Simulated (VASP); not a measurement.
Crystal: Bi.

```
Bi
1.0
     2.26750    1.30914    3.93800
    -2.26750    1.30914    3.93800
     0.00000   -2.61828    3.93800
Bi
2
Direct
  0.23400 0.23400 0.23400
  0.76600 0.76600 0.76600
```

| Quantity | Value |
| --- | --- |
| Program | VASP 6.6.1 |
| Task | relaxation of cell and atoms |
| Functional | RPBE |
| Potentials or basis | VASP PAW PBE potentials, release 64 (Bi_d) |
| Cutoff | 600 eV |
| k mesh | 12 × 12 × 12 |
| Occupations | gaussian, width 0.1 eV |
| Spin | no spin polarisation |

At the start: pressure 3.5 GPa; volume 35.07 Å³/atom.

Task: Where does the relaxation end?

Result: Over 14 steps the energy falls by 32.9 meV/atom and the volume is 38.94 Å³/atom (+11.0 %); space group R-3m (No. 166, to 0.05 Å).

The path:
```
step  energy change (eV)  largest force (eV/Å)  pressure (GPa)  volume (Å³)
   1              0.0000                0.2578            3.55        70.14
   2             -0.0401                0.2942           -1.43        78.32
   3             -0.0554                0.1198            0.06        75.30
   4             -0.0575                0.1052            0.05        75.53
   5             -0.0622                0.0551            0.06        76.20
   6             -0.0651                0.0679            0.20        77.53
   7             -0.0635                0.0683           -0.55        79.34
   8             -0.0655                0.0259           -0.04        78.08
   9             -0.0657                0.0066            0.01        77.90
  10             -0.0657                0.0057            0.01        77.89
  11             -0.0657                0.0054            0.01        77.89
  12             -0.0657                0.0043           -0.03        77.94
  13             -0.0657                0.0012           -0.01        77.91
  14             -0.0657                0.0004            0.00        77.87
```

Final structure:
```cif
data_structure
_symmetry_space_group_name_H-M 'P 1'
_symmetry_Int_Tables_number 1
_cell_length_a 5.0097
_cell_length_b 5.0097
_cell_length_c 5.0097
_cell_angle_alpha 54.674
_cell_angle_beta 54.674
_cell_angle_gamma 54.674
_cell_volume 77.87
loop_
_atom_site_label
_atom_site_type_symbol
_atom_site_fract_x
_atom_site_fract_y
_atom_site_fract_z
_atom_site_occupancy
Bi1 Bi 0.23071 0.23071 0.23071 1
Bi2 Bi 0.76929 0.76929 0.76929 1
```

Caveat: the PAW data sets were made with another functional, which shifts forces and pressure a little; the volume moved by +11 % from the deposited cell, more than functionals usually miss.
